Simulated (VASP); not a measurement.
## TaS (relaxed from the CsCl type structure, space group Pm-3m): computed properties

Calculation: PBE GGA, VASP's PBE PAW potentials (set 64) (plane waves; VASP).

For TaS, the space group is Pm-3m (221) and the cell is a = 3.087 Å, b = 3.087 Å, c = 3.087 Å, α = 90.00°, β = 90.00°, γ = 90.00°. The volume per atom is 14.71 Å³/atom. The band gap (over mesh and band path) comes out as none (metal, semimetal or under 0.01 eV) and the density is 12.02 g/cm³.

```cif
data_STa
_chemical_formula_sum 'Ta1 S1'
_space_group_name_H-M_alt 'P 1'
_space_group_IT_number 1
_cell_length_a 3.08711
_cell_length_b 3.08711
_cell_length_c 3.08711
_cell_angle_alpha 90.000
_cell_angle_beta 90.000
_cell_angle_gamma 90.000
loop_
_space_group_symop_operation_xyz
  'x, y, z'
loop_
_atom_site_label
_atom_site_type_symbol
_atom_site_fract_x
_atom_site_fract_y
_atom_site_fract_z
_atom_site_occupancy
Ta1 Ta 0.00000 0.00000 0.00000 1
S1 S 0.50000 0.50000 0.50000 1
```

Unless said otherwise, spin-orbit coupling is left out, though it shifts the bands of the heavy elements here.

The structure was generated: TaS was put into the CsCl type type (Pm-3m), which need not be its known phase. It was relaxed first, which changed the volume by -36 %. Symmetry was kept, so distortions that lower it aren't found. The electron count is odd and the run is not spin-polarised, which forces a metal.
